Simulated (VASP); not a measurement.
Cost and result of VASP (PAW) for the bulk modulus of ZnF$_{2}$ (rutile). Static lattice, third-order Birch-Murnaghan fit over five volumes. The cost counts the five points of the equation of state, each on the mesh and cut-off of its row, so the ratios hold those differences too. With PBEsol it took about 6 core-minutes. Times come from single runs on busy shared machines, so they are rough: good to a factor of about 2.

| level | k-mesh | cut-off (eV) | bulk modulus (GPa) | cost over PBEsol |
|---|---|---|---|---|
| LDA | 5×5×7 | 520 | 127 | within a factor of 2 |
| PBEsol | 5×5×7 | 520 | 107 | reference |
| r2SCAN | 5×5×7 | 520 | 117 | about 7 times |
| SCAN | 5×5×7 | 520 | … | … |

Question: What belongs in the gaps?

Answer: 
- SCAN, bulk modulus (GPa): 123
- SCAN, cost over PBEsol: about 9 times

Left out are levels that failed, ran on another kind of processor or have no fit band path; at most nine are shown.

The compound is ZnF2 in the rutile structure.
